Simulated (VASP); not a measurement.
Four VASP jobs (plane waves, PAW):

A. FePt (L1_0), 2 atoms, PBE, static run, 520 eV, 15×15×11 Γ-centred mesh
B. Si (diamond), 2 atoms, PBE-D3(BJ), static run, 520 eV, 8×8×8 Γ-centred mesh
C. Si (diamond), 2 atoms, RPA@PBE, RPA step (609 bands), 350 eV, 4×4×4 Γ-centred mesh
D. W (bcc), 1 atom, vdW-DF2, static run, 520 eV, 16×16×16 Γ-centred mesh

Costs are core time on shared hosts, one run each; read them as rough ratios.

Order them by core time, cheapest first.

B (6 core-seconds), D (30 core-seconds), A (2 core-minutes), C (7 core-minutes)

The spin order is the one that the start imposed; others were not tried in this run.
